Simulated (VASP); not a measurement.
A run of VASP 6.6.1 is set up as follows.

Contents of INCAR:

```
ALGO = Normal
EDIFF = 1E-6
EDIFFG = -0.01
ENCUT = 520
GGA = PE
IBRION = 2
ISIF = 3
ISMEAR = 0
KPAR = 4
LASPH = T
LCHARG = F
LREAL = F
LWAVE = F
NELM = 120
NSW = 90
PREC = Accurate
SIGMA = 0.03
```

File KPOINTS:

```
k-points
0
Gamma
  4 4 4
```

POSCAR

```
BeZn2Te3
1.0
    6.3460000000     -3.6720000000      0.0000000000
    6.3460000000      3.6720000000      0.0000000000
    0.0000000000      0.0000000000      6.9730000000
Be Zn Te
2 4 6
Direct
    0.8402777800      0.1597222200      0.4994980600
    0.1597222200      0.8402777800      0.9994980600
    0.1665911000      0.5056433800      0.5002151200
    0.4943566200      0.8334089000      0.5002151200
    0.5056433800      0.1665911000      0.0002151200
    0.8334089000      0.4943566200      0.0002151200
    0.1470588200      0.8529411800      0.6431951800
    0.5203811500      0.1663506500      0.6159472300
    0.8336493500      0.4796188500      0.6159472300
    0.8529411800      0.1470588200      0.1431951800
    0.1663506500      0.5203811500      0.1159472300
    0.4796188500      0.8336493500      0.1159472300
```

Potentials or basis: VASP PAW PBE potentials, release 64 (Be, Zn, Te).

Run with:

```sh
$ cat potpaw_PBE.64/Be/POTCAR potpaw_PBE.64/Zn/POTCAR potpaw_PBE.64/Te/POTCAR > POTCAR
$ mpirun -np 4 vasp_std > vasp.out
```

**Question.** Estimate the space group after relaxing (to 0.05 Å).

**Answer.** Cmc2_1 (No. 36).

**Question.** Predict the relaxed volume.

**Answer.** 27.06 Å³/atom.

Final structure:
```
CELL_PARAMETERS angstrom
6.35110 -3.66829 0.00000
6.35110 3.66829 0.00000
0.00000 0.00000 6.96817
ATOMIC_POSITIONS crystal
Be 0.84019 0.15981 0.50169
Be 0.15981 0.84019 0.00169
Zn 0.16730 0.50610 0.49862
Zn 0.49390 0.83270 0.49862
Zn 0.50610 0.16730 0.99862
Zn 0.83270 0.49390 0.99862
Te 0.14697 0.85303 0.64468
Te 0.52053 0.16578 0.61570
Te 0.83422 0.47947 0.61570
Te 0.85303 0.14697 0.14468
Te 0.16578 0.52053 0.11570
Te 0.47947 0.83422 0.11570
```
